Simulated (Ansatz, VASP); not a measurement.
# Ru (Ruthenium) in two plane-wave programs

Wanted: the spread between two codes on one cell, functional and k mesh. The cell is taken from a series of VASP runs on this material, whose earlier steps may have relaxed, scaled or displaced it; both programs get it as it stands. Valence electrons are named where the data sets of a main pair hold unlike numbers.

Main program and level: Ansatz 0.2.0; plane waves, with VASP 6.6.1 beside it; band structure at PBE with D3(BJ) and electric field gradients at PBE with D3(BJ).

## Step 1: The starting structure

The structure is hexagonal, space group P6_3/mmc (No. 194). Conventional cell: a = 2.694 Å, b = 2.694 Å, c = 4.266 Å, α = 90.00°, β = 90.00°, γ = 120.00°. Nearest to Ru lie 12 Ru at 2.64 to 2.69 Å.

## Step 2: Ansatz: band structure, PBE with D3(BJ)

Ansatz runs on its default PAW (the set named soft_2) files.

A single point gives forces, pressure and levels at one fixed geometry, so differences don't come from the geometry; what else differs is listed under the comparison.

input.yaml reads:

```yaml
crystal:
  lattice:
    - [2.6936568683, 0.0, 0.0]
    - [-1.3468284342, 2.3327752771, 0.0]
    - [0.0, 0.0, 4.2656651214]
  atoms:
    - { symbol: Ru, position: [0.3333333333, 0.6666666667, 0.25] }
    - { symbol: Ru, position: [0.6666666667, 0.3333333333, 0.75] }
hamiltonian:
  xc: pbe
  pseudopotentials: { kind: paw }
  dispersion: d3bj
kpoints:
  mp_grid: { grid: [11, 11, 6] }
  band_path:
    path:
      - [0.0, 0.0, 0.0]
      - [0.13333, 0.0, 0.0]
      - [0.3, 0.0, 0.0]
      - [0.46667, 0.0, 0.0]
      - [0.46667, 0.06667, 0.0]
      - [0.41111, 0.17778, 0.0]
      - [0.35556, 0.28889, 0.0]
      - [0.28889, 0.28889, 0.0]
      - [0.17778, 0.17778, 0.0]
      - [0.06667, 0.06667, 0.0]
      - [0.0, 0.0, 0.03333]
      - [0.0, 0.0, 0.2]
      - [0.0, 0.0, 0.36667]
      - [0.0, 0.0, 0.5]
      - [0.16667, 0.0, 0.5]
      - [0.3, 0.0, 0.5]
      - [0.46667, 0.0, 0.5]
      - [0.46667, 0.06667, 0.5]
      - [0.41111, 0.17778, 0.5]
      - [0.35556, 0.28889, 0.5]
      - [0.28889, 0.28889, 0.5]
      - [0.17778, 0.17778, 0.5]
      - [0.06667, 0.06667, 0.5]
      - [0.5, 0.0, 0.46667]
      - [0.5, 0.0, 0.3]
      - [0.5, 0.0, 0.13333]
      - [0.33333, 0.33333, 0.0]
      - [0.33333, 0.33333, 0.16667]
      - [0.33333, 0.33333, 0.33333]
      - [0.33333, 0.33333, 0.5]
    npoints: 1
scf:
  occupations: { method: methfessel_paxton, width: 0.2 }
  n_extra_bands: 7
output:
  forces: true
  stress: true
  eigenvalues: true
  write_density: true
  write_potential: true
  elf: true
  volumetric_format: npy
```

Started as:

```sh
$ ansatz run input.yaml --threads 2 --pin off --max-ram 4608MiB --backend cpu --events-out ev --progress --plain --runs-dir out
```

Numbers of over 12 decimals in the logs are rounded to 6 here.

Output:

```text
scf.n_extra_bands = 7 over 16 filled bands (N_el = 32.0): the run solves 23 bands
Engine: ansatz 0.2.0, aarch64-unknown-linux-gnu
Pseudopotentials: kind: paw
Pseudopotential: Ru, paw, valence charge 16, recommended cutoff 420 eV (normal), Ru.paw.azcp
Functional definition: PBE
  parameter kappa = 0.804
  parameter beta = 0.066725
  exchange = pbe_x(kappa = kappa, mu = beta*pi^2/3)
  correlation = pbe_c(beta = beta)
Crystal: 2 atoms, lattice volume = 26.804 Å³
Basis set: ecut = 420 eV, 537 PW (Γ), exchange–correlation on 40×40×60 points (8 copies of the dense FFT grid, shifted against one another)
Bands: 23, of which v1, the nominal top of the filled ones, is band 16 counted from 1 (15 counted from 0)
Symmetry: 24 space group operations
Space group: P63/mmc (ITA 194), of the structure as read, at distance tolerance 3.0e-5 Å
k-points: 64 of 726
Non-local potential: Ru, projectors of the file, l = 0: 3, l = 1: 2, l = 2: 2, l = 3: 1
PAW form: soft (Blöchl's): semilocal exchange-correlation on the pseudo side does not see the compensation charge
PAW one-centre angular grid: Ru, 590 points (default); XC on 64 Gauss nodes
Initial density: superposition of atomic densities (neutral atoms: chi_scale 0, normalization atom), corrected by the library's trained network
Initial wavefunctions: pseudopotential atomic-orbital guess
Functional: x = pbe(κ = 0.804, μ = 0.219515), c = pbe(β = 0.066725)
SCF iter   1: F=—  HF=-11758.608598 eV  |F-HF|=—  |Δ(HF+E_count)|=         —  Δρ=6.60e-3  dr2=2.33e-3  ethr=1.77e-3  ⟨swp⟩=5.0  Hψ=6140  notcnv=0
preconditioner: auto → none  [metal: Δε(μ)=0.029 eV  Ē_g=10.516 eV  σ=0.200 eV  W_gap=0.12  n_scr=8 (ndim 8)  ℏωp=28.7 eV  f_vac=0.000  D(μ)=2.12/eV (n_scr^D=22)  sad-step TF]
SCF iter   2: F=—  HF=-11758.610545 eV  |F-HF|=—  |Δ(HF+E_count)|=   1.95e-3  S|Δr|=    0.00e0  Δρ=3.86e-3  dr2=8.38e-4  ethr=7.29e-6  ⟨swp⟩=2.0  Hψ=2581  notcnv=0
SCF iter   3: F=—  HF=-11758.611615 eV  |F-HF|=—  |Δ(HF+E_count)|=   1.07e-3  S|Δr|=    0.00e0  Δρ=3.17e-4  dr2=1.02e-5  ethr=2.62e-6  ⟨swp⟩=2.2  Hψ=1825  notcnv=0
SCF iter   4: F=—  HF=-11758.611579 eV  |F-HF|=—  |Δ(HF+E_count)|=   3.60e-5  S|Δr|=    0.00e0  Δρ=1.24e-4  dr2=6.49e-7  ethr=3.20e-8  ⟨swp⟩=2.0  Hψ=2387  notcnv=0
SCF iter   5: F=-11758.611580 eV  HF=-11758.611580 eV  |F-HF|=7.61e-8  |Δ(HF+E_count)|=   9.44e-7  S|Δr|=    0.00e0  Δρ=3.27e-5  dr2=3.83e-8  ethr=3.13e-10  ⟨swp⟩=10.3  Hψ=9619  notcnv=0
SCF 1 converged in 5 iterations: F = -11758.611580 eV  dr2 = 3.83e-8
  greatest PAW one-centre occupation: 0.998 electrons in one spin orbital (limit 2), on the Ru atom at site 1 (counted from 0), in its partial waves of l = 0
NSCF: frozen V_eff on 30 k-points
SCF converged after 5 iterations
Stability not checked: this state was not tested for a lower state beside it, because cold or Methfessel-Paxton smearing, or corrected tetrahedra, fill the levels in a way that the test cannot read (fill_not_monotonic; see scf.lower_state_search)
Free energy (F): -11758.611580 eV
Harris-Foulkes:  -11758.611580 eV  (|F-HF|=7.61e-8)
Internal energy: -11758.608877 eV  (E = F + TS)
E sigma→0 (E₀):  -11758.610905 eV
Entropy (-TS):   -0.002703 eV (-1.351 meV/atom)
Fermi energy:    23.822207 eV
--- Per-component energies (eV) ---
  E_band       = -95.249404
  E_kinetic    = 1030.006864
  E_local      = -2488.499870  (includes V_loc(G=0)·N_el)
  E_nonlocal   = 686.007120
  E_hartree    = 800.004445
  E_xc         = -381.855574
  E_vxc        = -479.491825  (∫ρ·V_xc dr)
  E_paw        = -6921.451123  (= ΣΔE_a)
  E_vpaw       = -443.275405  (= ΣTr[D̂ρ^β])
  E_aug_tail   = -0.000406  (compensation charges beyond the density's cutoff)
  E_ewald      = -4481.554857
  E_disp       = -1.265477  (pairwise vdW)
  E_smearing   = -0.002703  (= −TS)
  E_closure    = -0.000000  (closes the sum)
  Σ components = -11758.611580   (vs F -11758.611580, Δ=0.00e0)
--- Forces (eV/Å), atoms counted from 1 ---
  atom   1  Ru     0.00000000     0.00000000     0.00000000
  atom   2  Ru    -0.00000000    -0.00000000     0.00000000
  max |Σ_I F_I| component: 0.00e0 eV/Å
--- Stress (GPa, compression-positive) ---
        1.063031       0.000000       0.000000
        0.000000       1.063031       0.000000
        0.000000       0.000000       1.006682
  P = ⅓ Tr σ = 1.0442 GPa (10.442 kbar)
--- Band table (eV; the first three rows and the last of 64) ---
  k-point 0: bands = [... 12 lower, 21.4226, 21.9450, 21.9450, 22.4872, 22.4872, 25.1074, 25.1074, 25.1973, ... 3 higher]
  k-point 1: bands = [... 12 lower, 21.2721, 21.7680, 21.7680, 22.8860, 22.8860, 24.2356, 25.1146, 25.1146, ... 3 higher]
  k-point 2: bands = [... 12 lower, 20.9811, 21.3970, 21.3970, 22.4258, 23.6777, 23.6777, 24.9623, 24.9623, ... 3 higher]
  k-point 63: bands = [... 12 lower, 21.1322, 21.1322, 22.7790, 22.7790, 25.2092, 25.2092, 31.7721, 31.7721, ... 3 higher]
```

Wall time 2.6 s (2 threads of Arm Neoverse N1, shared host); peak memory 0.3 GiB.

In the SCF lines HF is the Harris–Foulkes energy and dr2 the Hartree energy of the density residual, in eV; the loop may stop once dr2 is under the threshold and the program's other checks hold. Hψ counts applications of the Hamiltonian.

## Step 3: VASP: band structure, PBE with D3(BJ)

The same cell, functional, mesh and smearing now go to VASP, with its own data sets.

Lines of VASP's logs that name or quote its potential files are left out, and so is its time.

INCAR reads:

```
SYSTEM = Ru
PREC = Accurate
ENCUT = 400
EDIFF = 1E-06
NELM = 100
ISMEAR = 1
SIGMA = 0.2
LREAL = .FALSE.
ALGO = Normal
GGA = PE
IVDW = 12
NBANDS = 26
LASPH = .TRUE.
LORBIT = 11
LWAVE = .FALSE.
LCHARG = .FALSE.
KPAR = 2
```

POSCAR reads:

```
Ru
1.0
    2.6936568683      0.0000000000      0.0000000000
   -1.3468284342      2.3327752771      0.0000000000
    0.0000000000      0.0000000000      4.2656651214
Ru
2
Direct
    0.3333333333      0.6666666667      0.2500000000
    0.6666666667      0.3333333333      0.7500000000
```

KPOINTS reads:

```
Automatic mesh
0
Gamma
11 11 6
0 0 0
```

KPOINTS_OPT reads:

```
Line mode
16
Line-mode
Reciprocal
  0.00000000   0.00000000   0.00000000 GAMMA
  0.50000000   0.00000000   0.00000000 M

  0.50000000   0.00000000   0.00000000 M
  0.33333333   0.33333333   0.00000000 K

  0.33333333   0.33333333   0.00000000 K
  0.00000000   0.00000000   0.00000000 GAMMA

  0.00000000   0.00000000   0.00000000 GAMMA
  0.00000000   0.00000000   0.50000000 A

  0.00000000   0.00000000   0.50000000 A
  0.50000000   0.00000000   0.50000000 L

  0.50000000   0.00000000   0.50000000 L
  0.33333333   0.33333333   0.50000000 H

  0.33333333   0.33333333   0.50000000 H
  0.00000000   0.00000000   0.50000000 A

  0.50000000   0.00000000   0.50000000 L
  0.50000000   0.00000000   0.00000000 M

  0.33333333   0.33333333   0.00000000 K
  0.33333333   0.33333333   0.50000000 H
```

The projector-augmented-wave data sets are Ru_pv (PBE family, release 64).

Started as:

```sh
$ mpirun -np 2 vasp_std
```

Output:

```text
[banner, memory and clock lines left out]
running    2 mpi-ranks, on    1 nodes
 distrk:  each k-point on    1 cores,    2 groups
 distr:  one band on    1 cores,    1 groups

 POSCAR found type information on POSCAR Ru
 POSCAR found :  1 types and       2 ions
 LDA part: xc-table for (Slater+PW92), standard interpolation
 POSCAR, INCAR and KPOINTS ok, starting setup
 FFT: planning ... GRIDC
 FFT: planning ... GRID_SOFT
 FFT: planning ... GRID
 WAVECAR not read
 entering main loop
       N       E                     dE             d eps       ncg     rms          rms(c)
DAV:   1     0.257241172790E+03    0.25724E+03   -0.14590E+04  3352   0.999E+02
DAV:   2    -0.136861190661E+02   -0.27093E+03   -0.26038E+03  3536   0.344E+02
DAV:   3    -0.197335838215E+02   -0.60475E+01   -0.59907E+01  4410   0.568E+01
DAV:   4    -0.197639245737E+02   -0.30341E-01   -0.30298E-01  3578   0.420E+00
DAV:   5    -0.197640803450E+02   -0.15577E-03   -0.15577E-03  3558   0.297E-01    0.183E+01
DAV:   6    -0.185344591703E+02    0.12296E+01   -0.18800E+00  3428   0.131E+01    0.499E+00
DAV:   7    -0.184435645553E+02    0.90895E-01   -0.16481E-01  3730   0.353E+00    0.115E+00
DAV:   8    -0.184354194482E+02    0.81451E-02   -0.68998E-03  3430   0.748E-01    0.271E-01
DAV:   9    -0.184352735975E+02    0.14585E-03   -0.40249E-04  3646   0.183E-01    0.367E-02
DAV:  10    -0.184352816062E+02   -0.80087E-05   -0.10209E-05  3518   0.262E-02    0.678E-03
DAV:  11    -0.184352810905E+02    0.51575E-06   -0.61782E-07  2044   0.749E-03
   1 F= -.19700417E+02 E0= -.19699512E+02  d E =-.271592E-02
 Start KPOINTS_OPT (optional k-point list driver)
k-point batch [1-64\144]
       N       E                     dE             ncg
DAV:   1     0.487106498175E+04   -0.36251E+05     3376
DAV:   2    -0.125026679229E+05   -0.17374E+05     3588
DAV:   3    -0.128911559649E+05   -0.38849E+03     4296
DAV:   4    -0.128931658388E+05   -0.20099E+01     3520
DAV:   5    -0.128931779089E+05   -0.12070E-01     3696
DAV:   6    -0.128931780299E+05   -0.12104E-03     3340
DAV:   7    -0.128931780313E+05   -0.14051E-05     2710
DAV:   8    -0.128931780315E+05   -0.14961E-06     2518
[...]
k-point batch [129-144\144]
       N       E                     dE             ncg
DAV:   1     0.519705327619E+05   -0.18835E+05      848
DAV:   2     0.477102837519E+05   -0.42602E+04      886
DAV:   3     0.476147384844E+05   -0.95545E+02     1082
DAV:   4     0.476142248177E+05   -0.51367E+00      914
DAV:   5     0.476142219113E+05   -0.29064E-02      898
DAV:   6     0.476142218852E+05   -0.26035E-04      812
DAV:   7     0.476142218849E+05   -0.29294E-06      694
```

From OUTCAR (step 3):

```text
ion  position               nearest neighbor table
   1  0.333  0.667  0.250-   2 2.64   2 2.64   2 2.64   2 2.64   2 2.64   2 2.64
   2  0.667  0.333  0.750-   1 2.64   1 2.64   1 2.64   1 2.64   1 2.64   1 2.64

  LATTYP: Found a hexagonal cell.
 ALAT       =     2.6936568683
 C/A-ratio  =     1.5835963265

 Subroutine GETGRP returns: Found 24 space group operations
 (whereof 12 operations were pure point group operations)

The static configuration has the point symmetry D_3d.
 The point group associated with its full space group is D_6h.

 Found     64 irreducible k-points:

   k-points           NKPTS =     64   k-points in BZ     NKDIM =     64   number of bands    NBANDS=     26

   dimension x,y,z NGX =    18 NGY =   18 NGZ =   28
   dimension x,y,z NGXF=    36 NGYF=   36 NGZF=   56

   ENCUT  =  400.0 eV  29.40 Ry    5.42 a.u.   4.39  4.39  6.96*2*pi/ulx,y,z

   NELECT =      28.0000    total number of electrons

 k-points in reciprocal lattice and weights: Automatic mesh
   0.00000000  0.00000000  0.00000000       0.001
   0.09090909 -0.00000000  0.00000000       0.008
   0.18181818 -0.00000000  0.00000000       0.008
   0.27272727  0.00000000  0.00000000       0.008
   0.36363636 -0.00000000  0.00000000       0.008
   0.45454545 -0.00000000  0.00000000       0.008
   0.09090909  0.09090909  0.00000000       0.008
   0.18181818  0.09090909  0.00000000       0.017
   0.27272727  0.09090909  0.00000000       0.017
[...]
0.27272727  0.27272727  0.50000000       0.008
   0.36363636  0.27272727  0.50000000       0.008

 average (electrostatic) potential at core
       1 -66.9820       2 -66.9820

 E-fermi :  13.0025

 k-point     1 :       0.0000    0.0000    0.0000
  band No.  band energies     occupation
    ...
     11      10.6055      2.00000
     12      11.1281      2.00000
     13      11.1281      2.00000
     14      11.6695      2.00000
     15      11.6695      2.00000
     16      14.2858     -0.00000
     17      14.2858     -0.00000
     18      14.3795     -0.00000
     19      23.4521      0.00000
     20      23.4973      0.00000
    ...

 k-point     2 :       0.0909   -0.0000    0.0000
  band No.  band energies     occupation
    ...
     12      11.0613      2.00000
     13      11.3299      2.00000
     14      11.3603      2.00000
     15      11.4830      2.00000
     16      12.6350      2.02604
     17      14.4004     -0.00000
     18      16.4820     -0.00000
     19      23.4327      0.00000
     20      23.4969      0.00000
     21      23.5619      0.00000
    ...

 k-point     3 :       0.1818   -0.0000    0.0000
  band No.  band energies     occupation
    ...
     12      11.0573      2.00000
     13      11.4085      2.00000
     14      11.6911      2.00000
     15      11.8476      2.00000
     16      12.0210      2.00000
     17      14.6331     -0.00000
     18      18.8084      0.00000
     19      23.3192      0.00000
     20      23.4970      0.00000
     21      23.5192      0.00000
    ...

 Edisp (eV)   -1.26514

  Total       0.01247     0.01247    -0.00021    -0.00000     0.00000     0.00000
  in kB       0.74521     0.74521    -0.01227    -0.00000     0.00000     0.00000
  external pressure =        0.49 kB  Pullay stress =        0.00 kB

  energy-cutoff  :      400.00
  volume of cell :       26.80
      direct lattice vectors                 reciprocal lattice vectors
     2.693656868  0.000000000  0.000000000     0.371242533  0.214336977  0.000000000
    -1.346828434  2.332775277  0.000000000     0.000000000  0.428673953  0.000000000
     0.000000000  0.000000000  4.265665121     0.000000000  0.000000000  0.234430029

 POSITION                                       TOTAL-FORCE (eV/Angst)
 -----------------------------------------------------------------------------------
     -0.00000      1.55518      1.06642         0.000000     -0.000000      0.000000
      1.34683      0.77759      3.19925        -0.000000      0.000000      0.000000
 -----------------------------------------------------------------------------------
    total drift:                               -0.000000      0.000000     -0.000000

  FREE ENERGIE OF THE ION-ELECTRON SYSTEM (eV)
  ---------------------------------------------------
  free  energy   TOTEN  =       -19.7004170663 eV

  energy  without entropy=      -19.6977011503  energy(sigma->0) =      -19.69951176

 total charge
# of ion       s       p       d       tot
------------------------------------------
    1        0.411   6.322   5.966  12.699
    2        0.411   6.322   5.966  12.699
--------------------------------------------------
tot          0.822  12.644  11.933  25.398

[... 3 further parts left out ...]
```

The k-mesh is coarse for a metal. Spin-orbit coupling is off here; it would split degenerate levels. Dispersion corrections of this kind ignore metallic screening and tend to overbind metals.

## Step 4: Side by side

Known differences besides the potentials themselves: the data sets hold 32 valence electrons in Ansatz (on its default PAW (the set named soft_2) files) and 28 in VASP; the cutoff is 420 eV in Ansatz and 400 eV in VASP. Total energies have different zeros and are not compared.

Compared:

| quantity | Ansatz | VASP | difference |
| --- | --- | --- | --- |
| pressure (GPa) | 1.04 | 0.05 | +0.99 |
| pressure without Ansatz's Pulay correction (GPa) | 0.97 | 0.05 | +0.92 |

Levels from 3 eV below to 2 eV above the Fermi level differ by 2 meV r.m.s. and 5 meV at most; each VASP level is matched to the nearest of Ansatz, which flatters the figure a little. Ansatz's pressure holds a Pulay correction of 0.08 GPa; VASP's holds none.

## Step 5: What the set-up changes

Further runs change the set-up of one program: Ansatz's method, potentials or start, or VASP's data sets, cutoff or form of LDA. The table gives that difference for each run.

| run | pressure (GPa) |
| --- | --- |
| as above | 0.99 |
| Ansatz's all-electron LAPW method | 0.92 |

(Part 1 of 2 ends here.)

[Lines on the potential files, build, host, timing and source positions are cut from VASP's logs without a mark.]

[Logs are printed without paths, hosts, clocks, repeated set-up lines and the standing remarks that a program may print on its own settings, such as how far it seeks lower states.]

[Hosts, paths, dates, database ids (printed as entryN), source tags and the programs' standing remarks are cut or masked in the printed files.]
